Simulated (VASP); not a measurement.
Data:

```
CdTe
1.0
    0.00000     3.23371     3.23371
    3.23371     0.00000     3.23371
    3.23371     3.23371     0.00000
Cd Te
1 1
Direct
  0.00000   0.00000   0.00000
  0.25000   0.25000   0.25000
```

Level of theory: SCAN meta-GGA, VASP's PBE PAW potentials (set 64) (plane waves; VASP). Settings: 520 eV cut-off, 7×7×7 Γ-centred mesh, Gaussian smearing of 0.050 eV, potentials Cd Te.

Unless said otherwise, spin-orbit coupling is left out, though it shifts the bands of the heavy elements here.

Q: Predict the energy per atom (σ→0), pressure, band gap (on the k-mesh) with the smallest direct gap where there is one.

A: 
```json
{
 "band gap (on the k-mesh)": "1.05 eV",
 "smallest direct gap (on the k-mesh)": "1.05 eV",
 "energy per atom (σ→0)": "-34.308 eV/atom",
 "pressure": "13.0 kbar"
}
```

The absolute energy has meaning only against runs of the same code, potentials and settings.

The compound is CdTe in the zinc blende structure. This cell is one point of a volume scan, at 0.97 of the reference volume.
